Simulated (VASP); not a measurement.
Here is the system:

```
HfB2
1.0
    1.56869    -2.71705     0.00000
    1.56869     2.71705     0.00000
    0.00000     0.00000     3.50813
Hf B
1 2
Direct
  0.00000   0.00000   0.00000
  0.33333   0.66667   0.50000
  0.66667   0.33333   0.50000
```

Method: optB88-vdW, VASP's PBE PAW potentials (set 64) (plane waves; VASP). Settings: 520 eV cut-off, 13×13×10 Γ-centred mesh, tetrahedra with Blöchl corrections, potentials Hf_pv B.

The cores are frozen, which limits the accuracy of field gradients.

Q: Give the principal components of the electric field gradient (V/Å²) and the asymmetry η at each nucleus.

A: 
```csv
atom,Vxx,Vyy,Vzz,η
Hf1,-37.8,-37.8,75.6,0.00
B2,-1.1,-1.1,2.2,0.00
B3,-1.1,-1.1,2.2,0.00
```

The compound is HfB2 in the AlB2 type structure. It was relaxed first.
